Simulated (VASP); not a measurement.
# TiSi2: P into a neighbouring Ti vacancy

How hard is this move in TiSi2: P into a neighbouring Ti vacancy? Both ends are relaxed first, then a band of images between them. The start is a computed cell from the Materials Project.

Method: PBEsol; plane waves and PAW (Ti, Si), in the first sound run; inputs show where later runs differ, in VASP 6.6.1.

**1. The host crystal**

It takes space group Cmcm (No. 63, orthorhombic). The conventional cell has a = 3.530 Å, b = 13.519 Å, c = 3.565 Å, α = 90.00°, β = 90.00°, γ = 90.00°. Ti has 10 Si at 2.58 to 2.81 Å nearest. Si has 4 Si at 2.51 Å and 4 Ti at 2.66 to 2.67 Å nearest. Nearest to Si lie 2 Si at 2.38 Å and 6 Ti at 2.58 to 2.81 Å. Farther neighbours are not listed.

Structure file:

```
Ti Si
1.0
     1.76511   -6.75928    0.00000
     1.76511    6.75928    0.00000
     0.00000    0.00000    3.56517
Ti Si
2 4
Direct
  0.10312 0.89688 0.25000
  0.89688 0.10312 0.75000
  0.75031 0.24969 0.25000
  0.24969 0.75031 0.75000
  0.44175 0.55825 0.25000
  0.55825 0.44175 0.75000
```

**2. Relax the host**

First cell and atoms are relaxed at a raised cutoff, so that later runs start from this functional's own cell.

Input file INCAR:

```
SYSTEM = TiSi2
PREC = Accurate
ENCUT = 350
EDIFF = 1E-06
NELM = 120
ISMEAR = 0
SIGMA = 0.1
LREAL = .FALSE.
ALGO = Normal
GGA = PS
NBANDS = 18
LASPH = .TRUE.
LORBIT = 11
LWAVE = .FALSE.
LCHARG = .FALSE.
KPAR = 3
IBRION = 2
NSW = 40
ISIF = 3
EDIFFG = -0.02
POTIM = 0.4
```

Input file POSCAR:

```
TiSi2
1.0
    1.7651050250     -6.7592815350      0.0000000000
    1.7651050250      6.7592815350      0.0000000000
    0.0000000000      0.0000000000      3.5651739700
Ti Si
2 4
Direct
    0.1031180800      0.8968819200      0.2500000000
    0.8968819200      0.1031180800      0.7500000000
    0.7503148200      0.2496851800      0.2500000000
    0.2496851800      0.7503148200      0.7500000000
    0.4417485500      0.5582514500      0.2500000000
    0.5582514500      0.4417485500      0.7500000000
```

Input file KPOINTS:

```
Automatic mesh
0
Gamma
6 6 5
0 0 0
```

The projector-augmented-wave data sets are Ti and Si (PBE family, release 64).

Run with:

```sh
> mpirun -np 3 vasp_std
```

The program printed:

```text
[banner, memory and clock lines left out]
running    3 mpi-ranks, on    1 nodes
 distrk:  each k-point on    1 cores,    3 groups
 distr:  one band on    1 cores,    1 groups

 POSCAR found type information on POSCAR TiSi
 POSCAR found :  2 types and       6 ions
|                                                                             |
|               ----> ADVICE to this user running VASP <----                  |
|                                                                             |
|     You enforced a specific xc type in the INCAR file but a different       |
|     [... a line on the potential file left out ...]
|     I HOPE YOU KNOW WHAT YOU ARE DOING!                                     |
|                                                                             |

 LDA part: xc-table for (Slater+PW92), standard interpolation
 POSCAR, INCAR and KPOINTS ok, starting setup
 FFT: planning ... GRIDC
 FFT: planning ... GRID_SOFT
 FFT: planning ... GRID
 WAVECAR not read
 entering main loop
       N       E                     dE             d eps       ncg     rms          rms(c)
DAV:   1     0.871585223701E+02    0.87159E+02   -0.69277E+03  1404   0.854E+02
DAV:   2    -0.348292917903E+02   -0.12199E+03   -0.11862E+03  1428   0.205E+02
DAV:   3    -0.471337941731E+02   -0.12305E+02   -0.11948E+02  2032   0.618E+01
DAV:   4    -0.474048545979E+02   -0.27106E+00   -0.26807E+00  1872   0.949E+00
DAV:   5    -0.474086228171E+02   -0.37682E-02   -0.37629E-02  1980   0.120E+00    0.253E+01
DAV:   6    -0.442957858179E+02    0.31128E+01   -0.38537E+01  2046   0.379E+01    0.730E+00
DAV:   7    -0.437674683966E+02    0.52832E+00   -0.10864E+01  2050   0.240E+01    0.836E+00
DAV:   8    -0.435217736993E+02    0.24569E+00   -0.16482E+00  1936   0.951E+00    0.625E-01
DAV:   9    -0.435209076674E+02    0.86603E-03   -0.51184E-02  1894   0.157E+00    0.505E-01
DAV:  10    -0.435207699570E+02    0.13771E-03   -0.12603E-03  1948   0.247E-01    0.180E-01
DAV:  11    -0.435207728806E+02   -0.29235E-05   -0.34770E-04  1894   0.151E-01    0.478E-02
DAV:  12    -0.435207657786E+02    0.71019E-05   -0.10370E-04  2044   0.751E-02    0.146E-02
DAV:  13    -0.435207629270E+02    0.28516E-05   -0.61275E-06  1840   0.171E-02    0.604E-03
DAV:  14    -0.435207625615E+02    0.36551E-06   -0.38278E-07   898   0.421E-03
   1 F= -.43520763E+02 E0= -.43516915E+02  d E =-.435208E+02
 curvature:   0.00 expect dE= 0.000E+00 dE for cont linesearch  0.000E+00
 trial: gam= 0.00000 g(F)=  0.316E-02 g(S)=  0.239E-01 ort = 0.000E+00 (trialstep = 0.100E+01)
 search vector abs. value=  0.271E-01
 bond charge predicted
       N       E                     dE             d eps       ncg     rms          rms(c)
DAV:   1    -0.435382340268E+02   -0.17471E-01   -0.39476E-01  1434   0.461E+00    0.111E+00
DAV:   2    -0.435343300798E+02    0.39039E-02   -0.14871E-02  1954   0.769E-01    0.747E-01
DAV:   3    -0.435328947249E+02    0.14354E-02   -0.12125E-02  1850   0.855E-01    0.148E-01
DAV:   4    -0.435321395189E+02    0.75521E-03   -0.46575E-03  1954   0.467E-01    0.572E-02
DAV:   5    -0.435321445338E+02   -0.50149E-05   -0.99193E-05  1708   0.668E-02    0.594E-02
DAV:   6    -0.435321446012E+02   -0.67405E-07   -0.14980E-06  1710   0.870E-03
   2 F= -.43532145E+02 E0= -.43528921E+02  d E =-.113820E-01
[...]
3 F= -.43532485E+02 E0= -.43529171E+02  d E =-.117226E-01
[...]
4 F= -.43536944E+02 E0= -.43534077E+02  d E =-.445839E-02
[...]
5 F= -.43538082E+02 E0= -.43535528E+02  d E =-.559668E-02
[...]
6 F= -.43538086E+02 E0= -.43535518E+02  d E =-.560067E-02
 curvature:  -1.09 expect dE=-0.767E-03 dE for cont linesearch -0.186E-07
 trial: gam= 0.09108 g(F)=  0.192E-03 g(S)=  0.514E-03 ort =-0.116E-04 (trialstep = 0.113E+01)
 search vector abs. value=  0.768E-03
 bond charge predicted
       N       E                     dE             d eps       ncg     rms          rms(c)
DAV:   1    -0.435386430134E+02   -0.55696E-03   -0.15205E-02  1416   0.654E-01    0.507E-02
DAV:   2    -0.435385960296E+02    0.46984E-04   -0.41272E-04  2034   0.146E-01    0.379E-02
DAV:   3    -0.435385809156E+02    0.15114E-04   -0.70774E-05  1934   0.532E-02    0.140E-02
DAV:   4    -0.435385772399E+02    0.36757E-05   -0.23224E-05  1910   0.317E-02    0.102E-02
DAV:   5    -0.435385760551E+02    0.11848E-05   -0.34180E-06  1528   0.142E-02    0.280E-03
DAV:   6    -0.435385758886E+02    0.16642E-06   -0.25490E-07   796   0.364E-03
   7 F= -.43538576E+02 E0= -.43535969E+02  d E =-.490070E-03
 trial-energy change:   -0.000490  1 .order   -0.000491   -0.000796   -0.000185
 step:   1.4736(harm=  1.4736)  dis= 0.00324  next Energy=   -43.538605 (dE=-0.519E-03)
 reached required accuracy - stopping structural energy minimisation
```

The job ended after 38 s (3 MPI ranks of Intel Xeon 6975P-C (Granite Rapids), shared host; peak memory 0.69 GiB; 1.9 min of CPU time).

The logs omit lines about the potential files and the build; timing stands in the text.

From OUTCAR (step 2):

```text
ion  position               nearest neighbor table
   1  0.103  0.897  0.250-   6 2.58   6 2.58   6 2.58   6 2.58   3 2.66   3 2.66   4 2.67   4 2.67
                             5 2.81   5 2.81
   2  0.897  0.103  0.750-   5 2.58   5 2.58   5 2.58   5 2.58   4 2.66   4 2.66   3 2.67   3 2.67
                             6 2.81   6 2.81
   3  0.750  0.250  0.250-   4 2.51   4 2.51   4 2.51   4 2.51   1 2.66   1 2.66   2 2.67   2 2.67
                             5 3.13   5 3.13
   4  0.250  0.750  0.750-   3 2.51   3 2.51   3 2.51   3 2.51   2 2.66   2 2.66   1 2.67   1 2.67
                             6 3.13   6 3.13
   5  0.442  0.558  0.250-   6 2.38   6 2.38   2 2.58   2 2.58   2 2.58   2 2.58   1 2.81   1 2.81
                             3 3.13   3 3.13
   6  0.558  0.442  0.750-   5 2.38   5 2.38   1 2.58   1 2.58   1 2.58   1 2.58   2 2.81   2 2.81
                             4 3.13   4 3.13

  LATTYP: Found a base centered orthorhombic cell.
 ALAT       =     3.5302100500
 B/A-ratio  =     3.8293934011
 C/A-ratio  =     1.0099042039

 Subroutine GETGRP returns: Found  8 space group operations
 (whereof  4 operations were pure point group operations)

The static configuration has the point symmetry C_2h.
 The point group associated with its full space group is D_2h.

 Found     39 irreducible k-points:

   k-points           NKPTS =     39   k-points in BZ     NKDIM =     39   number of bands    NBANDS=     18

   dimension x,y,z NGX =    48 NGY =   48 NGZ =   24
   dimension x,y,z NGXF=    96 NGYF=   96 NGZF=   48

   ENCUT  =  350.0 eV  25.72 Ry    5.07 a.u.  10.66 10.66  5.44*2*pi/ulx,y,z

   NELECT =      24.0000    total number of electrons

 k-points in reciprocal lattice and weights: Automatic mesh
   0.00000000  0.00000000  0.00000000       0.006
   0.16666667  0.00000000  0.00000000       0.022
   0.33333333 -0.00000000  0.00000000       0.022
   0.50000000 -0.00000000  0.00000000       0.011
   0.16666667  0.16666667  0.00000000       0.011
   0.33333333  0.16666667  0.00000000       0.022
   0.50000000  0.16666667  0.00000000       0.022
  -0.33333333  0.16666667  0.00000000       0.022
  -0.16666667  0.16666667  0.00000000       0.011
[...]
-0.33333333  0.33333333  0.40000000       0.022
   0.50000000  0.50000000  0.40000000       0.011

 average (electrostatic) potential at core
       1 -20.9419       2 -20.9419       3 -80.9620       4 -80.9620       5 -80.8791
       6 -80.8791

 E-fermi :   8.5025

 k-point     1 :       0.0000    0.0000    0.0000
  band No.  band energies     occupation
    ...
      7       5.9274      2.00000
      8       5.9553      2.00000
      9       6.3152      2.00000
     10       6.4661      2.00000
     11       6.4944      2.00000
     12       8.9127      0.00000
     13       9.2890      0.00000
     14       9.3037      0.00000
     15       9.3618      0.00000
     16       9.8046      0.00000
    ...

 k-point     2 :       0.1667    0.0000    0.0000
  band No.  band energies     occupation
    ...
      8       5.8209      2.00000
      9       6.0190      2.00000
     10       6.9523      2.00000
     11       7.1863      2.00000
     12       8.3930      1.87845
     13       9.0873      0.00000
     14       9.3700      0.00000
     15       9.4977      0.00000
     16       9.5717      0.00000
     17      10.1617      0.00000
    ...

 k-point     3 :       0.3333   -0.0000    0.0000
  band No.  band energies     occupation
    ...
      8       6.0018      2.00000
      9       6.3251      2.00000
     10       7.1943      2.00000
     11       7.5196      2.00000
     12       7.5816      2.00000
     13       8.7692      0.00016
     14       9.1295      0.00000
     15       9.5813      0.00000
     16      10.0744      0.00000
     17      10.3246      0.00000
    ...

  Total        0.0470900     -0.0349608     -0.0779928      0.0000000      0.0000000      0.0000000
  in kB        0.9028702     -0.6703125     -1.4953786      0.0000000      0.0000000      0.0000000
  external PRESSURE =      -0.4209403 kB  Pullay stress =       0.0000000 kB

  energy-cutoff  :      350.00
  volume of cell :       83.56
      direct lattice vectors                 reciprocal lattice vectors
     1.758494614 -6.667254598 -0.000000000     0.284334109 -0.074993386  0.000000000
     1.758494614  6.667254598  0.000000000     0.284334109  0.074993386 -0.000000000
     0.000000000  0.000000000  3.563657714     0.000000000 -0.000000000  0.280610564

 POSITION                                       TOTAL-FORCE (eV/Angst)
 -----------------------------------------------------------------------------------
      1.75849      5.30298      0.89091         0.000000      0.004280      0.000000
      1.75849     -5.30298      2.67274         0.000000     -0.004280     -0.000000
      1.75849     -3.34029      0.89091         0.000000      0.000523      0.000000
      1.75849      3.34029      2.67274         0.000000     -0.000523     -0.000000
      1.75849      0.80047      0.89091         0.000000      0.002852      0.000000
      1.75849     -0.80047      2.67274         0.000000     -0.002852     -0.000000
 -----------------------------------------------------------------------------------
    total drift:                                0.000000     -0.000000     -0.000000

  FREE ENERGIE OF THE ION-ELECTRON SYSTEM (eV)
  ---------------------------------------------------
  free  energy   TOTEN  =       -43.5385758886 eV

  energy  without entropy=      -43.5333622979  energy(sigma->0) =      -43.53596909

 reached required accuracy - stopping structural energy minimisation

 total charge
# of ion       s       p       d       tot
------------------------------------------
    1        0.419   0.648   2.854   3.920
    2        0.419   0.648   2.854   3.920
    3        0.748   0.892   0.000   1.640
    4        0.748   0.892   0.000   1.640
    5        0.771   0.917   0.000   1.688
    6        0.771   0.917   0.000   1.688
--------------------------------------------------
tot          3.875   4.914   5.707  14.496

[... 3 further parts left out ...]
```

The k-mesh is coarse for a metal. The PAW data sets were made with PBE, which is usual practice but a small mismatch for other functionals. The data set Ti keeps the semicore shell frozen, which is cheaper and a little less accurate. The run keeps the 8 symmetry operations of its start, so it cannot find a distortion of lower symmetry.

Step by step:

```
step  energy less that of the first step (eV)  largest force (eV/Å)  pressure (GPa)  volume (Å³)
   1                                   0.0000                0.1992           -2.02        85.07
   2                                  -0.0114                0.1805            0.90        83.32
   3                                  -0.0117                0.1854            0.45        83.58
   4                                  -0.0162                0.0895            0.22        83.55
   5                                  -0.0173                0.0461            0.03        83.53
   6                                  -0.0173                0.0472            0.03        83.53
   7                                  -0.0178                0.0043           -0.04        83.56
```

```
conventional cell, symmetrised  before   after  change
                         a (Å)   3.530   3.517  -0.4 %
                         b (Å)  13.519  13.335  -1.4 %
                         c (Å)   3.565   3.564  -0.0 %
              volume (Å³/atom)   14.18   13.93  -1.8 %
```

The atoms that moved most (Å, as changes of fractional coordinates times the final cell):

```
atom     dx      dy     dz  length
 Si6  0.000  -0.024  0.000   0.024
 Si5  0.000   0.024  0.000   0.024
 Ti2  0.000  -0.011  0.000   0.011
 Ti1  0.000   0.011  0.000   0.011
```

The relaxed structure:

```xyz
6
Lattice="1.7585 -6.6673 0.0000 1.7585 6.6673 0.0000 0.0000 0.0000 3.5637" Properties=species:S:1:pos:R:3 pbc="T T T"
Ti    1.7585    5.3030    0.8909
Ti    1.7585   -5.3030    2.6727
Si    1.7585   -3.3403    0.8909
Si    1.7585    3.3403    2.6727
Si    1.7585    0.8005    0.8909
Si    1.7585   -0.8005    2.6727
```

Numbers from this step:

```
electronic cycles                               : 46
electrons                                       : 24
free energy (TOTEN)                             : -43.54 eV
energy at zero smearing                         : -43.54 eV
Fermi energy                                    : 8.502 eV
labelled metallic, from the levels on this mesh : yes
```

The run ended after 7 ionic steps, 0.018 eV below its first step, once forces and stress met EDIFFG = -0.02.

(Continued in part 2 of 4.)

[Lines on the potential files, build, host, timing and source positions are cut from VASP's logs without a mark.]

[Logs are printed without paths, hosts, clocks, repeated set-up lines and the standing remarks that a program may print on its own settings, such as how far it seeks lower states.]

[Hosts, paths, dates, database ids (printed as entryN), source tags and the programs' standing remarks are cut or masked in the printed files.]

[Runs that stopped without an error message from VASP are left out.]
